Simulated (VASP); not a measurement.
# BeB (R3m) in VASP: reference runs

Aim: a first look at BeB with PBE, on the cell as given.

Everything below comes from runs of VASP 6.6.1. Logs are shortened: lines on timing, memory, paths and dates and some standing lists are left out, and cuts for length are marked.

**1. Starting point**

The structure is trigonal, space group R3m (No. 160). The conventional cell has a = 2.712 Å, b = 2.712 Å, c = 6.522 Å, α = 90.00°, β = 90.00°, γ = 120.00°. Around Be (site symmetry 3m) lie 4 B at 1.65 to 1.67 Å. Around B (site symmetry 3m) lie 4 Be at 1.65 to 1.67 Å.

The cell was built by a generator and needn't be a form met in nature.

**2. Single point, PBE**

Contents of INCAR:

```
ALGO = Normal
EDIFF = 1E-7
ENCUT = 520
GGA = PE
ISIF = 2
ISMEAR = -1
LASPH = T
LCHARG = T
LELF = T
LREAL = F
LVHAR = T
LWAVE = F
NBANDS = 10
NELM = 60
PREC = Accurate
SIGMA = 0.05
```

Contents of KPOINTS:

```
k-points
0
Gamma
  12 12 12
```

Contents of POSCAR:

```
BeB
1.0
    1.3560420100      0.7829112200      2.1738357700
   -1.3560420100      0.7829112200      2.1738357700
    0.0000000000     -1.5658224400      2.1738357700
Be B
1 1
Direct
    0.7556926600      0.7556926600      0.7556926600
    0.0113060300      0.0113060300      0.0113060300
```

Potentials or basis: VASP PAW PBE potentials, release 64 (Be, B).

Run with:

```bash
$ cat potpaw_PBE.64/Be/POTCAR potpaw_PBE.64/B/POTCAR > POTCAR
$ mpirun -np 1 vasp_std > vasp.out
```

OUTCAR:

```text
EDIFF = 1E-7
   ENCUT = 520
   GGA = PE
   ISIF = 2
   ISMEAR = -1
   LASPH = T
   LREAL = F
   NELM = 60
   PREC = Accurate

 ion  position               nearest neighbor table
   1  0.756  0.756  0.756-   2 1.65   2 1.65   2 1.65   2 1.67
   2  0.011  0.011  0.011-   1 1.65   1 1.65   1 1.65   1 1.67

  LATTYP: Found a trigonal (rhomboedric) cell.
 ALAT       =     2.6790598848
 COS(alpha) =     0.4875972628

  Lattice vectors:

 A1 = (   1.3560420100,   0.7829112200,   2.1738357700)
 A2 = (  -1.3560420100,   0.7829112200,   2.1738357700)
 A3 = (   0.0000000000,  -1.5658224400,   2.1738357700)

Analysis of symmetry for initial positions (statically):
=====================================================================
 Subroutine PRICEL returns:
 Original cell was already a primitive cell.

 Routine SETGRP: Setting up the symmetry group for a
 trigonal (rhombohedral) supercell.

 Subroutine GETGRP returns: Found  6 space group operations
 (whereof  6 operations were pure point group operations)
 out of a pool of 12 trial point group operations.

The static configuration has the point symmetry C_3v.

Analysis of symmetry for dynamics (positions and initial velocities):
=====================================================================
 Subroutine PRICEL returns:
 Original cell was already a primitive cell.

 Routine SETGRP: Setting up the symmetry group for a
 trigonal (rhombohedral) supercell.

 Subroutine GETGRP returns: Found  6 space group operations
 (whereof  6 operations were pure point group operations)
 out of a pool of 12 trial point group operations.

The dynamic configuration has the point symmetry C_3v.

 Subroutine INISYM returns: Found  6 space group operations
 (whereof  6 operations are pure point group operations),
 and found     1 'primitive' translations

----------------------------------------------------------------------------------------

                                     Primitive cell

  volume of cell :      13.8473

  direct lattice vectors                    reciprocal lattice vectors
     1.356042010  0.782911220  2.173835770     0.368720140  0.212880672  0.153338784
    -1.356042010  0.782911220  2.173835770    -0.368720140  0.212880672  0.153338784
     0.000000000 -1.565822440  2.173835770     0.000000000 -0.425761344  0.153338784

  length of vectors
     2.679059885  2.679059885  2.679059885     0.452532325  0.452532325  0.452532325

[... 79 lines left out ...]
   NELM   =     60;   NELMIN=  2; NELMDL= -5     # of ELM steps
   EDIFF  = 0.1E-06   stopping-criterion for ELM
   LREAL  =      F    real-space projection
   EDIFFG = 0.1E-05   stopping-criterion for IOM
   NSW    =      0    number of steps for IOM
   IBRION =     -1    ionic relax: 0-MD 1-quasi-New 2-CG
   NFREE  =      0    steps in history (QN), initial steepest desc. (CG)
   ISIF   =      2    stress and relaxation
   ISYM   =      2    0-nonsym 1-usesym 2-fastsym
   POTIM  = 0.5000    time-step for ionic-motion
   TEBEG  =    0.0;   TEEND  =   0.0 temperature during run
   PSTRESS=    0.0 pullay stress
   NELECT =       5.0000    total number of electrons
   NUPDOWN=      -1.0000    fix difference up-down
   EMIN   =  10.00;   EMAX   =-10.00  energy-range for DOS
   EFERMI =   0.00;   METHOD = LEGACY
   ISMEAR =    -1;   SIGMA  =   0.05  broadening in eV -4-tet -1-fermi 0-gaus
   EFERMI_NEDOS =   21; number of points for ismear=-14 and -15
   IALGO  =     38    algorithm
   IMIX   =      4    mixing-type and parameters
     AMIX     =   0.40;   BMIX     =  1.00
     AMIX_MAG =   1.60;   BMIX_MAG =  1.00
  volume/ion in A,a.u.               =       6.92        46.72
  Fermi-wavevector in a.u.,A,eV,Ry     =   1.165763  2.202973 18.490365  1.359003
  Thomas-Fermi vector in A             =   2.302285
   LORBIT       =      0    0 simple, 1 ext, 2 COOP (PROOUT), +10 PAW based schemes
   GGA     = PE    functional components
   LHFCALC =     F    Hartree Fock is set to
   AEXX    =    0.0000 exact exchange contribution
   IVDW    =     0    specifies the selected vdW correction
   LEPSILON=     F    determine dielectric tensor
   LRPA    =     F    only Hartree local field effects (RPA)
 non-spin polarized calculation
  energy-cutoff  :      520.00
  volume of cell :       13.85
 maximum number of plane-waves:       382
   NGX =  9   NGY =  9   NGZ =  9

 number of electron       5.0000000 magnetization

 Free energy of the ion-electron system (eV)
  ---------------------------------------------------
  ext. energy  EPLUGINS =         0.00000000
  ---------------------------------------------------
  free energy    TOTEN  =        -5.68144694 eV

  energy without entropy =       -5.67335851  energy(sigma->0) =       -5.67740272

 E-fermi :   6.0084     XC(G=0): -11.4699

 val. band max:        6.0014818602   @ k =  -0.2500  -0.3333   0.1667
 cond. band min:       6.0123465609   @ k =  -0.2500   0.2500   0.2500
 fundamental gap:      0.0108647007
 Fermi energy:         6.0083652582

 k-point     1 :       0.0000    0.0000    0.0000
  band No.  band energies     occupation
      1      -6.5855      2.00000
      2      11.3969      0.00000
      3      11.3969      0.00000
      4      12.0258      0.00000
      5      17.2891      0.00000
      6      17.2891      0.00000
      7      17.5363      0.00000
      8      26.3112      0.00000
      9      31.3459      0.00000
     10      31.3459      0.00000
[... 287 lines left out ...]
 k-point    24 :      -0.4167    0.1667    0.0000
  band No.  band energies     occupation
      1      -1.4478      2.00000
      2       0.6476      2.00000
      3       6.9210      0.00000
      4       8.4851      0.00000
      5      17.4983      0.00000
      6      20.8070      0.00000
      7      23.9052      0.00000
      8      26.2609      0.00000
      9      29.8677      0.00000
     10      31.0319      0.00000

 [... further k-points ...]
[... 5 lines left out ...]
  --------------------------------------------------------------------------------------
  -------------------------------------------------------------------------------------
  Total        8.4957908      8.4957908      6.4554680      0.0000000     -0.0000000     -0.0000000
  in kB      982.9937342    982.9937354    746.9210099      0.0000000     -0.0000000     -0.0000000
  external PRESSURE =     904.3028265 kB  Pullay stress =       0.0000000 kB

 VOLUME and BASIS-vectors are now :
 -----------------------------------------------------------------------------
  energy-cutoff  :      520.00
  volume of cell :       13.85
      direct lattice vectors                 reciprocal lattice vectors
     1.356042010  0.782911220  2.173835770     0.368720140  0.212880672  0.153338784
    -1.356042010  0.782911220  2.173835770    -0.368720140  0.212880672  0.153338784
     0.000000000 -1.565822440  2.173835770     0.000000000 -0.425761344  0.153338784

 POSITION                                       TOTAL-FORCE (eV/Angst)
 -----------------------------------------------------------------------------------
      0.00000      0.00000      4.92826         0.000000      0.000000     -0.016850
      0.00000      0.00000      0.07373         0.000000      0.000000      0.016850
 -----------------------------------------------------------------------------------
    total drift:                                0.000000     -0.000000     -0.000021

  FREE ENERGIE OF THE ION-ELECTRON SYSTEM (eV)
  ---------------------------------------------------
  free  energy   TOTEN  =        -5.6814469357 eV

  energy  without entropy=       -5.6733585106  energy(sigma->0) =       -5.67740272
```

OSZICAR:

```text
N       E                     dE             d eps       ncg     rms          rms(c)
DAV:   1     0.292277293695E+01    0.29228E+01   -0.22652E+03  3804   0.403E+02
DAV:   2    -0.584088082510E+01   -0.87637E+01   -0.83298E+01  4838   0.767E+01
DAV:   3    -0.596442269841E+01   -0.12354E+00   -0.12229E+00  4704   0.667E+00
DAV:   4    -0.596452900218E+01   -0.10630E-03   -0.10630E-03  4420   0.228E-01
DAV:   5    -0.596452908594E+01   -0.83765E-07   -0.83427E-07  4496   0.669E-03    0.269E+00
DAV:   6    -0.575134768451E+01    0.21318E+00   -0.10374E-01  4316   0.226E+00    0.159E+00
DAV:   7    -0.568140814573E+01    0.69940E-01   -0.10736E-01  4538   0.213E+00    0.286E-01
DAV:   8    -0.568147743255E+01   -0.69287E-04   -0.19645E-03  4684   0.357E-01    0.302E-02
DAV:   9    -0.568144813199E+01    0.29301E-04   -0.26779E-05  4344   0.367E-02    0.132E-02
DAV:  10    -0.568144697970E+01    0.11523E-05   -0.10260E-05  4712   0.224E-02    0.142E-03
DAV:  11    -0.568144693575E+01    0.43953E-07   -0.10855E-07  4062   0.257E-03
   1 F= -.56814469E+01 E0= -.56774027E+01  d E =-.808843E-02
```

stdout:

```text
POSCAR found type information on POSCAR BeB
 POSCAR found :  2 types and       2 ions
 scaLAPACK will be used
 LDA part: xc-table for (Slater+PW92), standard interpolation
 POSCAR, INCAR and KPOINTS ok, starting setup
 FFT: planning ... GRIDC
 FFT: planning ... GRID_SOFT
 FFT: planning ... GRID
 WAVECAR not read
 entering main loop
```

It took 11 s on 1 thread of Intel Xeon 6975P-C (Granite Rapids), shared host; peak memory 0.13 GiB.

Results:

| Quantity | Value |
| --- | --- |
| Free energy | -5.6814 eV |
| Pressure | 90.4 GPa |
| Largest force | 0.017 eV/Å |
| Band gap on the k mesh | none (metal or under the smearing width) |

Forces in eV/Å, atoms in the order of the input:
```
Be   0.000  0.000 -0.017
B    0.000  0.000  0.017
```

Caveat: a pressure of tens of GPa on the cell as given is suspect, and the run, the potentials or the cell itself is likely at fault.
